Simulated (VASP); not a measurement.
A cell of Tm (hcp) near equilibrium:

```
Tm
1.0
    1.77821    -3.07996     0.00000
    1.77821     3.07996     0.00000
    0.00000     0.00000     5.52227
Tm
2
Direct
  0.33333   0.66667   0.25000
  0.66667   0.33333   0.75000
```

All values below come from r2SCAN meta-GGA, VASP's PBE PAW potentials (set 64) (plane waves; VASP 6.6.1).

The 4f electrons are frozen in the core of the lanthanide potential, so 4f levels, which can set the real gap, and their magnetism are missing.

```tsv
run	ΔE (meV/atom)	σxx	σyy	σzz	largest shear component, with its sign (GPa)	largest force (eV/Å)
as it is	0.0	0.10	0.10	-0.21	0.00	0.000
after one change	0.8	0.10	0.10	-0.19	0.00	0.123
```
Stress is in GPa, positive when the cell is compressed.

Problem. Name the change that produced these shifts.
(A) isotropic strain of -2.0 %
(B) biaxial strain of -0.5 % in the yz plane
(C) atom 2 (Tm) moved by 0.025 Å along z
(D) biaxial strain of -2.0 % in the yz plane

Solution. C, atom 2 (Tm) moved by 0.025 Å along z

The compound is Tm in the hcp structure.
